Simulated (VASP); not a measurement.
# TaTl (P4/mmm) in VASP: band structure with PBE+D4

Aim: the band structure of TaTl with PBE+D4.

Everything below comes from runs of VASP 6.6.1. Logs are shortened: lines on timing, memory, paths and dates and some standing lists are left out, and cuts for length are marked.

## Step 1: Starting point

Symmetry: P4/mmm, No. 123, tetragonal system. Conventional cell: a = 3.472 Å, b = 3.472 Å, c = 4.290 Å, α = 90.00°, β = 90.00°, γ = 90.00°. Ta (site symmetry 4/mmm) is surrounded by 8 Tl at 3.26 Å and 4 Ta at 3.47 Å. Tl (site symmetry 4/mmm) is surrounded by 8 Ta at 3.26 Å and 4 Tl at 3.47 Å.

The cell was built by a generator and needn't be a form met in nature.

## Step 2: Band structure, PBE+D4

The input, run.py:

```python
from ase.calculators.vasp import Vasp
from ase.dft.bandgap import bandgap
from ase.spacegroup import crystal

atoms = crystal(
    ['Ta', 'Tl'],
    basis=[[0.5, 0.5, 0.5], [0.0, 0.0, 0.0]],
    spacegroup=123,
    setting=1,
    cellpar=[3.47218919, 3.47218919, 4.29045856, 90.0, 90.0, 90.0],
    primitive_cell=True,
)
calc = Vasp(
    directory='calc',
    xc='pbe',
    pp='PBE',
    setups='minimal',
    prec='Accurate',
    encut=500,
    ediff=1e-06,
    ismear=-1,
    sigma=0.1,
    lreal=False,
    lasph=True,
    nelm=80,
    algo='Normal',
    isif=2,
    lwave=False,
    lcharg=True,
    lmaxmix=4,
    ivdw=13,
    kpts=[8, 8, 6],
    gamma=True,
    nbands=11,
)
atoms.calc = calc

print('energy (eV):', atoms.get_potential_energy())
print('free energy (eV):', atoms.get_potential_energy(force_consistent=True))
efermi = calc.get_fermi_level()
print('Fermi level (eV):', efermi)
path = atoms.cell.bandpath(npoints=60, eps=1e-4)
print('path:', path.path)
calc.set(kpts=path.kpts, reciprocal=True, icharg=11, isym=0, lcharg=False)
calc.calculate(atoms)
print('gap on the path (eV):', bandgap(calc, efermi=efermi)[0])
print('direct gap on the path (eV):', bandgap(calc, efermi=efermi, direct=True)[0])
```

Potentials or basis: VASP PAW PBE potentials, release 64 (Ta, Tl).

Started as:

```
> python run.py
```

Standard output:

```text
energy (eV): -12.32339665
free energy (eV): -12.3537722
Fermi level (eV): 4.50779212
path: GXMGZRAZ,XR,MA
gap on the path (eV): 0.0
direct gap on the path (eV): 0.0
```

OUTCAR:

```text
ENCUT = 500.000000
   EDIFF = 1.00e-06
   GGA = PE
   PREC = Accurate
   ICHARG = 11
   ISIF = 2
   ISMEAR = -1
   ISYM = 0
   NELM = 80
   IVDW = 13
   LASPH = .TRUE.
   LREAL = .FALSE.

 ion  position               nearest neighbor table
   1  0.500  0.500  0.500-   2 3.26   2 3.26   2 3.26   2 3.26   2 3.26   2 3.26   2 3.26   2 3.26

   2  0.000  0.000  0.000-   1 3.26   1 3.26   1 3.26   1 3.26   1 3.26   1 3.26   1 3.26   1 3.26

IMPORTANT INFORMATION: All symmetrisations will be switched off!
NOSYMM: (Re-)initialisation of all symmetry stuff for point group C_1.

----------------------------------------------------------------------------------------

                                     Primitive cell

  volume of cell :      51.7262

  direct lattice vectors                    reciprocal lattice vectors
     3.472189190  0.000000000  0.000000000     0.288002740  0.000000000  0.000000000
     0.000000000  3.472189190  0.000000000     0.000000000  0.288002740  0.000000000
     0.000000000  0.000000000  4.290458560     0.000000000  0.000000000  0.233075320

  length of vectors
     3.472189190  3.472189190  4.290458560     0.288002740  0.288002740  0.233075320

  position of ions in fractional coordinates (direct lattice)
     0.500000000  0.500000000  0.500000000
     0.000000000  0.000000000  0.000000000

  ion indices of the primitive-cell ions
   primitive index   ion index
                 1           1
                 2           2

----------------------------------------------------------------------------------------

 KPOINTS: KPOINTS created by Atomic Simulation Env

Read explicit list of k-points.

 Found     60 k-points:

 Following reciprocal coordinates:
            Coordinates               Weight
  0.000000  0.000000  0.000000      0.016667
  0.000000  0.100000  0.000000      0.016667
  0.000000  0.200000  0.000000      0.016667
  0.000000  0.300000  0.000000      0.016667
  0.000000  0.400000  0.000000      0.016667
  0.000000  0.500000  0.000000      0.016667
[... 16 lines left out ...]
  0.000000  0.000000  0.200000      0.016667
  0.000000  0.000000  0.300000      0.016667
 [... further k-points ...]
   k-points           NKPTS =     60   k-points in BZ     NKDIM =     60   number of bands    NBANDS=     11
   number of dos      NEDOS =    301   number of ions     NIONS =      2
   total plane-waves  NPLWV =  25088
   dimension x,y,z NGX =    28 NGY =   28 NGZ =   32
   dimension x,y,z NGXF=    56 NGYF=   56 NGZF=   64
   ions per type =               1   1
   NGX,Y,Z   is equivalent  to a cutoff of  13.41, 13.41, 12.40 a.u.
   NGXF,Y,Z  is equivalent  to a cutoff of  26.81, 26.81, 24.80 a.u.
 SYSTEM =  unknown system
   PREC   = accura    normal or accurate (medium, high low for compatibility)
   ISTART =      0    job   : 0-new  1-cont  2-samecut
   ICHARG =     11    charge: 1-file 2-atom 10-const
   ISPIN  =      1    spin polarized calculation?
   LNONCOLLINEAR =      F non collinear calculations
   LSORBIT =      F    spin-orbit coupling
   LASPH  =      T    aspherical Exc in radial PAW
   ENCUT  =  500.0 eV  36.75 Ry    6.06 a.u.   6.33  6.33  7.82*2*pi/ulx,y,z
   NELM   =     80;   NELMIN=  2; NELMDL=  0     # of ELM steps
   EDIFF  = 0.1E-05   stopping-criterion for ELM
   LREAL  =      F    real-space projection
   EDIFFG = 0.1E-04   stopping-criterion for IOM
   NSW    =      0    number of steps for IOM
   IBRION =     -1    ionic relax: 0-MD 1-quasi-New 2-CG
   NFREE  =      0    steps in history (QN), initial steepest desc. (CG)
   ISIF   =      2    stress and relaxation
   ISYM   =      0    0-nonsym 1-usesym 2-fastsym
   POTIM  = 0.5000    time-step for ionic-motion
   TEBEG  =    0.0;   TEEND  =   0.0 temperature during run
   PSTRESS=    0.0 pullay stress
   NELECT =       8.0000    total number of electrons
   NUPDOWN=      -1.0000    fix difference up-down
   EMIN   =  10.00;   EMAX   =-10.00  energy-range for DOS
   EFERMI =   0.00;   METHOD = LEGACY
   ISMEAR =    -1;   SIGMA  =   0.10  broadening in eV -4-tet -1-fermi 0-gaus
   EFERMI_NEDOS =   21; number of points for ismear=-14 and -15
   IALGO  =     38    algorithm
   IMIX   =      4    mixing-type and parameters
     AMIX     =   0.40;   BMIX     =  1.00
     AMIX_MAG =   1.60;   BMIX_MAG =  1.00
  volume/ion in A,a.u.               =      25.86       174.53
  Fermi-wavevector in a.u.,A,eV,Ry     =   0.878755  1.660607 10.506569  0.772211
  Thomas-Fermi vector in A             =   1.998885
   LORBIT       =      0    0 simple, 1 ext, 2 COOP (PROOUT), +10 PAW based schemes
   GGA     = PE    functional components
   LHFCALC =     F    Hartree Fock is set to
   AEXX    =    0.0000 exact exchange contribution
   IVDW    =    13    specifies the selected vdW correction
   LEPSILON=     F    determine dielectric tensor
   LRPA    =     F    only Hartree local field effects (RPA)
 non-spin polarized calculation
  energy-cutoff  :      500.00
  volume of cell :       51.73
 maximum number of plane-waves:      1332
 NGX is ok and might be reduce to    28

 number of electron       8.0000000 magnetization

 Free energy of the ion-electron system (eV)
  ---------------------------------------------------
  ext. energy  EPLUGINS =         0.00000000
  ---------------------------------------------------
  free energy    TOTEN  =       -11.78605931 eV

  energy without entropy =      -11.70435388  energy(sigma->0) =      -11.74520659

 E-fermi :   4.6313     XC(G=0): -10.5606

 val. band max:        4.6150267334   @ k =   0.5000   0.5000   0.0000
 cond. band min:       4.6434682525   @ k =   0.4444   0.4444   0.0000
 fundamental gap:      0.0284415192
 Fermi energy:         4.6313227584

 k-point     1 :       0.0000    0.0000    0.0000
  band No.  band energies     occupation
      1      -4.7033      2.00000
      2       2.9608      2.00000
      3       3.2046      2.00000
      4       5.1505      0.01106
      5       5.8435      0.00001
      6       5.8435      0.00001
      7       6.5276      0.00000
      8       7.9734      0.00000
      9       9.2411      0.00000
     10       9.2411      0.00000
     11      13.8806      0.00000

 k-point     2 :       0.0000    0.1000    0.0000
  band No.  band energies     occupation
      1      -4.5573      2.00000
      2       3.0386      2.00000
      3       3.2506      2.00000
      4       4.5955      1.17743
      5       5.8394      0.00001
      6       6.2638      0.00000
      7       6.5232      0.00000
      8       6.9901      0.00000
      9       9.6240      0.00000
     10       9.7656      0.00000
     11      13.8505      0.00000

 k-point     3 :       0.0000    0.2000    0.0000
  band No.  band energies     occupation
      1      -4.1229      2.00000
      2       3.0341      2.00000
      3       3.3197      2.00000
      4       3.9294      1.99821
      5       5.7461      0.00003
      6       5.8179      0.00001
      7       5.8285      0.00001
      8       7.5759      0.00000
      9      10.1206      0.00000
     10      10.5094      0.00000
     11      13.4316      0.00000

 k-point     4 :       0.0000    0.3000    0.0000
  band No.  band energies     occupation
      1      -3.4144      2.00000
      2       2.1403      2.00000
      3       3.3496      1.99999
      4       3.4107      1.99999
      5       5.2681      0.00343
      6       5.8147      0.00001
      7       5.9012      0.00001
      8       8.7622      0.00000
      9      10.1391      0.00000
     10      11.6180      0.00000
     11      12.8424      0.00000

 k-point     5 :       0.0000    0.4000    0.0000
  band No.  band energies     occupation
      1      -2.4838      2.00000
      2       0.7064      2.00000
      3       3.0836      2.00000
      4       3.4090      1.99999
      5       4.9495      0.07969
      6       5.8034      0.00002
      7       6.8682      0.00000
      8       9.8542      0.00000
      9      10.0098      0.00000
     10      12.2469      0.00000
     11      12.8309      0.00000
[... 211 lines left out ...]
 k-point    21 :       0.0000    0.0000    0.0000
  band No.  band energies     occupation
      1      -4.7033      2.00000
      2       2.9608      2.00000
      3       3.2046      2.00000
      4       5.1505      0.01106
      5       5.8435      0.00001
      6       5.8435      0.00001
      7       6.5276      0.00000
      8       7.9734      0.00000
      9       9.2411      0.00000
     10       9.2411      0.00000
     11      13.8806      0.00000

 k-point    22 :       0.0000    0.0000    0.1000
  band No.  band energies     occupation
      1      -4.6104      2.00000
      2       2.5810      2.00000
      3       3.1983      2.00000
      4       4.9388      0.08832
      5       5.6995      0.00005
      6       5.6995      0.00005
      7       6.5215      0.00000
      8       8.7203      0.00000
      9       9.5228      0.00000
     10       9.5228      0.00000
     11      13.6671      0.00000

 k-point    23 :       0.0000    0.0000    0.2000
  band No.  band energies     occupation
      1      -4.3378      2.00000
      2       1.6134      2.00000
      3       3.1818      2.00000
      4       4.8184      0.26700
      5       5.3883      0.00103
      6       5.3883      0.00103
      7       6.5057      0.00000
      8      10.2379      0.00000
      9      10.2394      0.00000
     10      10.2394      0.00000
     11      13.2798      0.00000

 k-point    24 :       0.0000    0.0000    0.3000
  band No.  band energies     occupation
      1      -3.9098      2.00000
      2       0.4868      2.00000
      3       3.1614      2.00000
      4       4.8873      0.14358
      5       5.0828      0.02166
      6       5.0828      0.02166
      7       6.4861      0.00000
      8      11.1944      0.00000
      9      11.1944      0.00000
     10      11.8030      0.00000
     11      12.9484      0.00000

 [... further k-points ...]

------------------------ aborting loop because EDIFF is reached ----------------------------------------

  DFT-D4 for vdW energy calculation

  Edisp (eV):   -0.60747

  FORCE on cell =-STRESS in cart. coord.  units (eV):
  Direction    XX          YY          ZZ          XY          YZ          ZX
  --------------------------------------------------------------------------------------
  -------------------------------------------------------------------------------------
  Total     -13.54808     1.35464    -5.45107    -0.30072    -0.00000    -0.00000
  in kB    -419.64083    41.95896  -168.84265    -9.31470    -0.00004    -0.00004
  external pressure =     -182.17 kB  Pullay stress =        0.00 kB

 VOLUME and BASIS-vectors are now :
 -----------------------------------------------------------------------------
  energy-cutoff  :      500.00
  volume of cell :       51.73
      direct lattice vectors                 reciprocal lattice vectors
     3.472189190  0.000000000  0.000000000     0.288002740  0.000000000  0.000000000
     0.000000000  3.472189190  0.000000000     0.000000000  0.288002740  0.000000000
     0.000000000  0.000000000  4.290458560     0.000000000  0.000000000  0.233075320

 POSITION                                       TOTAL-FORCE (eV/Angst)
 -----------------------------------------------------------------------------------
      1.73609      1.73609      2.14523        -0.000002      0.000000      0.000001
      0.00000      0.00000      0.00000         0.000002     -0.000000     -0.000001
 -----------------------------------------------------------------------------------
    total drift:                               -0.000003      0.000004      0.000005

  FREE ENERGIE OF THE ION-ELECTRON SYSTEM (eV)
  ---------------------------------------------------
  free  energy   TOTEN  =       -12.3935338035 eV

  energy  without entropy=      -12.3118283720  energy(sigma->0) =      -12.35268109
```

INCAR:

```text
ENCUT = 500.000000
SIGMA = 0.100000
EDIFF = 1.00e-06
ALGO = Normal
GGA = PE
PREC = Accurate
ICHARG = 11
ISIF = 2
ISMEAR = -1
ISYM = 0
LMAXMIX = 4
NBANDS = 11
NELM = 80
IVDW = 13
LASPH = .TRUE.
LCHARG = .FALSE.
LWAVE = .FALSE.
LREAL = .FALSE.
```

Wall time 21 s (1 thread of Intel Xeon 6975P-C (Granite Rapids), shared host); peak memory 0.18 GiB.

What came out:

```yaml
Band_gap_along_the_path: none (metal or under the smearing width)
Dispersion_energy_per_atom: -0.304 eV
```

Levels at the corners of the path, in eV from the Fermi level:
| point | band 1 | band 2 | band 3 | band 4 | band 5 | band 6 | band 7 | band 8 |
| --- | --- | --- | --- | --- | --- | --- | --- | --- |
| Γ | -9.21 | -1.55 | -1.30 | 0.64 | 1.34 | 1.34 | 2.02 | 3.47 |
| X | -6.28 | -4.72 | -1.54 | -1.07 | 0.33 | 1.29 | 3.08 | 4.96 |
| M | -5.02 | -1.10 | -1.10 | -0.69 | 0.11 | 0.11 | 1.74 | 2.99 |
| Γ | -9.21 | -1.55 | -1.30 | 0.64 | 1.34 | 1.34 | 2.02 | 3.47 |
| Z | -7.63 | -5.44 | -1.37 | 0.29 | 0.29 | 0.54 | 1.96 | 7.97 |
| R | -6.21 | -2.16 | -1.93 | -1.54 | 0.87 | 1.08 | 1.24 | 2.44 |
| A | -3.26 | -2.67 | -2.58 | -2.58 | 1.10 | 3.01 | 3.41 | 3.41 |
| Z | -7.63 | -5.44 | -1.37 | 0.29 | 0.29 | 0.54 | 1.96 | 7.97 |
| X | -6.28 | -4.72 | -1.54 | -1.07 | 0.33 | 1.29 | 3.08 | 4.96 |
| R | -6.21 | -2.16 | -1.93 | -1.54 | 0.87 | 1.08 | 1.24 | 2.44 |
| M | -5.02 | -1.10 | -1.10 | -0.69 | 0.11 | 0.11 | 1.74 | 2.99 |
| A | -3.26 | -2.67 | -2.58 | -2.58 | 1.10 | 3.01 | 3.41 | 3.41 |

Caveat: the log is that of the step along the path at fixed density, whose energy, stress, charges and moments have no meaning; spin-orbit coupling is left out, which moves the levels of the heavy elements; pairwise dispersion overbinds metals, which lowers pressure and volume.

## Step 3: The reference run

An earlier run on the cell as given: functional PBE; potentials or basis VASP PAW PBE potentials, release 64 (Ta_pv, Tl_d); cutoff 520 eV; k mesh 8 × 8 × 6; occupations fermi-dirac, width 0.05 eV; no spin polarisation.

* Pressure: -16.5 GPa
* Band gap on the k mesh: none (metal or under the smearing width)
